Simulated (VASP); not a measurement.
Output of a VASP run:

### OUTCAR
```
 ion  position               nearest neighbor table
   1  0.000  0.000  0.000-   2 2.57   2 2.57   2 2.57   2 2.57   2 2.57   2 2.57   2 2.57   2 2.57
  LATTYP: Found a simple cubic cell.
 ALAT       =     2.9692665257
 Subroutine PRICEL returns:
 Original cell was already a primitive cell.
 Subroutine GETGRP returns: Found 48 space group operations
The static configuration has the point symmetry O_h .
The dynamic configuration has the point symmetry O_h .
 Subroutine INISYM returns: Found 48 space group operations
 Subroutine IBZKPT returns following result:
 Found     56 irreducible k-points:

 Following reciprocal coordinates:
            Coordinates               Weight
  0.000000  0.000000  0.000000      1.000000
  0.090909  0.000000  0.000000      6.000000
  0.181818  0.000000  0.000000      6.000000
  0.272727  0.000000  0.000000      6.000000
  0.363636  0.000000  0.000000      6.000000
  0.454545  0.000000  0.000000      6.000000
  0.090909  0.090909  0.000000     12.000000
  0.181818  0.090909  0.000000     24.000000
  0.272727  0.090909  0.000000     24.000000
  0.363636  0.090909  0.000000     24.000000
  0.454545  0.090909  0.000000     24.000000
  0.181818  0.181818  0.000000     12.000000
  0.272727  0.181818  0.000000     24.000000
  0.363636  0.181818  0.000000     24.000000
  0.454545  0.181818  0.000000     24.000000
  0.272727  0.272727  0.000000     12.000000
  0.363636  0.272727  0.000000     24.000000
  0.454545  0.272727  0.000000     24.000000
  0.363636  0.363636  0.000000     12.000000
  0.454545  0.363636  0.000000     24.000000
  0.454545  0.454545  0.000000     12.000000
  0.090909  0.090909  0.090909      8.000000
  0.181818  0.090909  0.090909     24.000000
  0.272727  0.090909  0.090909     24.000000
  0.363636  0.090909  0.090909     24.000000
  0.454545  0.090909  0.090909     24.000000
  0.181818  0.181818  0.090909     24.000000
  0.272727  0.181818  0.090909     48.000000
  0.363636  0.181818  0.090909     48.000000
  0.454545  0.181818  0.090909     48.000000
  0.272727  0.272727  0.090909     24.000000
  0.363636  0.272727  0.090909     48.000000
  0.454545  0.272727  0.090909     48.000000
  0.363636  0.363636  0.090909     24.000000
  0.454545  0.363636  0.090909     48.000000
  0.454545  0.454545  0.090909     24.000000
  0.181818  0.181818  0.181818      8.000000
  0.272727  0.181818  0.181818     24.000000
  0.363636  0.181818  0.181818     24.000000
  0.454545  0.181818  0.181818     24.000000
   k-points           NKPTS =     56   k-points in BZ     NKDIM =     56   number of bands    NBANDS=     14
   number of dos      NEDOS =    301   number of ions     NIONS =      2
   total plane-waves  NPLWV =  13824
   dimension x,y,z NGX =    24 NGY =   24 NGZ =   24
   dimension x,y,z NGXF=    48 NGYF=   48 NGZF=   48
   ions per type =               1   1
   PREC   = accura    normal or accurate (medium, high low for compatibility)
   ISTART =      0    job   : 0-new  1-cont  2-samecut
   ICHARG =      2    charge: 1-file 2-atom 10-const
   ISPIN  =      1    spin polarized calculation?
   LNONCOLLINEAR =      F non collinear calculations
   LSORBIT =      F    spin-orbit coupling
   INIWAV =      1    electr: 0-lowe 1-rand  2-diag
   ENCUT  =  480.0 eV  35.28 Ry    5.94 a.u.   5.30  5.30  5.30*2*pi/ulx,y,z
   NELM   =    100;   NELMIN=  2; NELMDL= -5     # of ELM steps
   EDIFF  = 0.1E-05   stopping-criterion for ELM
   LREAL  =      F    real-space projection
   NLSPLINE    = F    spline interpolate recip. space projectors
   LMAXMIX     =    4 max onsite mixed and CHGCAR
   VOSKOWN=      0    Vosko Wilk Nusair interpolation
   EDIFFG = -.1E-01   stopping-criterion for IOM
   NSW    =     60    number of steps for IOM
   NBLOCK =      1;   KBLOCK =     60    inner block; outer block
   IBRION =      2    ionic relax: 0-MD 1-quasi-New 2-CG
   NFREE  =      1    steps in history (QN), initial steepest desc. (CG)
...
```

File OSZICAR:
```
       N       E                     dE             d eps       ncg     rms          rms(c)
DAV:   1     0.146109550579E+03    0.14611E+03   -0.10016E+04  1576   0.179E+03
DAV:   2    -0.879615597111E+01   -0.15491E+03   -0.15201E+03  1586   0.398E+02
DAV:   3    -0.177007243627E+02   -0.89046E+01   -0.88358E+01  2482   0.105E+02
DAV:   4    -0.179338423362E+02   -0.23312E+00   -0.23261E+00  1872   0.143E+01
DAV:   5    -0.179447363473E+02   -0.10894E-01   -0.10892E-01  2356   0.277E+00    0.132E+01
DAV:   6    -0.160226932906E+02    0.19220E+01   -0.13100E+01  1974   0.553E+01    0.622E+00
DAV:   7    -0.186494691614E+02   -0.26268E+01   -0.28660E+01  2618   0.508E+01    0.238E+01
DAV:   8    -0.156199170562E+02    0.30296E+01   -0.17945E+01  2364   0.405E+01    0.169E+00
DAV:   9    -0.156569513324E+02   -0.37034E-01   -0.30827E-01  2102   0.543E+00    0.193E+00
DAV:  10    -0.156404045110E+02    0.16547E-01   -0.87902E-02  2360   0.371E+00    0.537E-01
DAV:  11    -0.156384802106E+02    0.19243E-02   -0.62461E-03  2012   0.898E-01    0.329E-01
DAV:  12    -0.156376217416E+02    0.85847E-03   -0.33861E-03  2160   0.512E-01    0.645E-02
DAV:  13    -0.156375836834E+02    0.38058E-04   -0.16422E-04  1870   0.134E-01    0.374E-02
DAV:  14    -0.156375759591E+02    0.77244E-05   -0.62809E-05  2334   0.721E-02    0.603E-03
DAV:  15    -0.156375757845E+02    0.17459E-06   -0.31288E-06  1488   0.228E-02
   1 F= -.15637576E+02 E0= -.15637675E+02  d E =-.156376E+02
```

File OUTCAR:
```
------------------------ aborting loop because EDIFF is reached ----------------------------------------
  FORCE on cell =-STRESS in cart. coord.  units (eV):
  Direction    XX          YY          ZZ          XY          YZ          ZX
  --------------------------------------------------------------------------------------
  Total       -0.0011397     -0.0011397     -0.0011397      0.0000000      0.0000000      0.0000000
  in kB       -0.0697498     -0.0697498     -0.0697498      0.0000000      0.0000000      0.0000000
  external PRESSURE =      -0.0697498 kB  Pullay stress =       0.0000000 kB
  volume of cell :       26.18
      direct lattice vectors                 reciprocal lattice vectors
     2.969266526  0.000000000  0.000000000     0.336783509  0.000000000  0.000000000
     0.000000000  2.969266526  0.000000000     0.000000000  0.336783509  0.000000000
     0.000000000  0.000000000  2.969266526     0.000000000  0.000000000  0.336783509
 POSITION                                       TOTAL-FORCE (eV/Angst)
 -----------------------------------------------------------------------------------
      0.00000      0.00000      0.00000         0.000000      0.000000      0.000000
      1.48463      1.48463      1.48463         0.000000      0.000000      0.000000
 -----------------------------------------------------------------------------------
    total drift:                                0.000000      0.000000     -0.000000
  FREE ENERGIE OF THE ION-ELECTRON SYSTEM (eV)
  ---------------------------------------------------
  free  energy   TOTEN  =       -15.6375757845 eV

  energy  without entropy=      -15.6378738940  energy(sigma->0) =      -15.63767515

 reached required accuracy - stopping structural energy minimisation
```
(Selected blocks of OUTCAR.)

File POSCAR:
```
TiCo
1
    2.9692665257    -0.0000000000    -0.0000000000
    0.0000000000     2.9692665257    -0.0000000000
    0.0000000000     0.0000000000     2.9692665257
Ti Co
1 1
Direct
  0.0000000000   0.0000000000   0.0000000000
  0.5000000000   0.5000000000   0.5000000000
```

Question: Write an INCAR and KPOINTS that could have produced this output.

Answer: One answer among several that fit: the input of the run itself, PBE GGA, plane waves, VASP's PBE PAW potentials (set 64).

**KPOINTS**
```
Automatic
0
Gamma
  11 11 11
0 0 0
```

INCAR:
```
# general
SYSTEM  = TiCo
PREC    = Accurate
ENCUT   = 480
LREAL   = .FALSE.   # projection in real space or not
LASPH   = .TRUE.   # aspherical one-centre terms

# electronic loop
EDIFF   = 1E-6
NELM    = 100
ALGO    = Normal
LMAXMIX = 4

# smearing
ISMEAR  = 1   # Methfessel-Paxton
SIGMA   = 0.1

# functional
GGA     = PE   # PBE

# ions
IBRION  = 2   # conjugate gradients
NSW     = 60
ISIF    = 3
EDIFFG  = -0.01

# output
LWAVE   = .FALSE.
LCHARG  = .FALSE.
```

POTCAR, in this order: Ti_sv Co (PBE.64 set). Program: vasp_std.

The compound is TiCo in the CsCl type structure. It was relaxed first. The start is the result of an earlier pass. The run is not spin-polarised, so no magnetic state was tried. The electron count is odd and the run is not spin-polarised, which forces a metal.
